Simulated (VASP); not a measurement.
Energy against volume of MnF2 (rutile). Method: RPBE GGA, VASP's PBE PAW potentials (set 64) (plane waves; VASP). Run with 520 eV cut-off, 5×5×7 Γ-centred mesh, Gaussian smearing of 0.050 eV, potentials Mn_pv F.

Shape and ions are relaxed at each volume.

```csv
V (Å³/atom),E (eV/atom)
13.313,-6.32974
13.738,-6.34078
14.163,-6.34478
14.588,-6.34293
```

Task: Fit these four points and predict the energy of the run at 15.013 Å³/atom.

Result: A cubic in V^(−2/3), the third-order Birch-Murnaghan form, passes through the four points with V0 = 14.23 Å³/atom and B0 = 72 GPa, and gives -6.3362 eV/atom there. The run gave -6.3364 eV/atom, -0.1 meV/atom from the fit; all five points give B0 = 71 GPa.

The compound is MnF2 in the rutile structure. It was relaxed first, which changed the volume by +9 %.
